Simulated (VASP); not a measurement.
VASP runs on NbH2 (space group P-3m1) share one base input (PBE GGA, plane waves, VASP's PBE PAW potentials (set 64)) and change the settings named in each case.

File KPOINTS:
```
Automatic mesh
0
Gamma
13 13 7
0 0 0
```

**POSCAR**
```
NbH2
1
    2.9251400000     0.0000000000     0.0000000000
   -1.4625700000     2.5332450000     0.0000000000
    0.0000000000     0.0000000000     4.7188580000
Nb H
1 2
Direct
  0.0000000000   0.0000000000   0.0000000000
  0.3333330000   0.6666670000   0.2520000000
  0.6666670000   0.3333330000   0.7480000000
```

INCAR:
```
SYSTEM = NbH2
PREC = Accurate
ENCUT = 300
EDIFF = 1E-6
NELM = 100
ALGO = Normal
LREAL = .FALSE.
LASPH = .TRUE.
ISMEAR = 0
SIGMA = 0.136
GGA = PE
LMAXMIX = 4
LWAVE = .FALSE.
LCHARG = .FALSE.
ISIF = 2
```

POTCAR, in this order: Nb_sv H (PBE.64 set). Program: vasp_std.

```tsv
change	E(σ→0) (eV/atom)	pressure (GPa)	largest force (eV/Å)	−TS (eV)
base run	-5.5304	-8.27	0.412	-0.0196
GGA = PS	-5.7157	-11.17	0.457	-0.0201
GGA_COMPAT = .FALSE., LNONCOLLINEAR = .TRUE., LSORBIT = .TRUE., MAGMOM = 0.0 0.0 0.0 0.0 0.0 0.0 0.0 0.0 0.0, program vasp_ncl	-5.5596	-8.24	0.411	-0.0192
KPOINTS 4×4×2 Γ-centred mesh	-5.4748	-6.67	0.492	-0.0485
```
 Energies of different potentials or functionals have different zeros.  At 300 eV the pressure can carry a Pulay error.

Left out are runs that ran out of time, are held back, or changed the cell or the kind of run, fixed moments of cells without a moment, rows past the twelfth, gaps on odd meshes, pressures of charged cells and columns that move by less than the noise.

The structure was generated: NbH2 was put into an ordered model structure, which need not be its known phase. The cell was not relaxed at this level, forces remain on its atoms, its lattice was scaled by up to 2.5 %.
